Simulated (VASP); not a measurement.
Here is the system:

```yaml
crystal:
  lattice:
    - [-1.62929, 1.62929, 4.07227]
    - [1.62929, -1.62929, 4.07227]
    - [1.62929, 1.62929, -4.07227]
  atoms:
    - { symbol: Ta, position: [0.00000, 0.00000, 0.00000] }
    - { symbol: Si, position: [0.33168, 0.33168, 0.00000] }
    - { symbol: Si, position: [0.66832, 0.66832, 0.00000] }
```

All values below come from PBEsol GGA, VASP's PBE PAW potentials (set 64) (plane waves; VASP). Settings: 400 eV cut-off, 15×15×15 Γ-centred mesh, tetrahedra with Blöchl corrections, potentials Ta_pv Si.

The cores are frozen, which limits the accuracy of field gradients.

**Question.** Give the principal components of the electric field gradient (V/Å²) and the asymmetry η at each nucleus.

**Answer.** 
```json
[
 {"atom": "Ta1", "Vxx": "15.3", "Vyy": "15.3", "Vzz": "-30.7", "η": "0.00"},
 {"atom": "Si2", "Vxx": "2.7", "Vyy": "2.7", "Vzz": "-5.4", "η": "0.00"},
 {"atom": "Si3", "Vxx": "2.7", "Vyy": "2.7", "Vzz": "-5.4", "η": "0.00"}
]
```

The structure was generated: TaSi2 was put into the MoSi2 type (I4/mmm), which need not be its known phase. It was relaxed first.
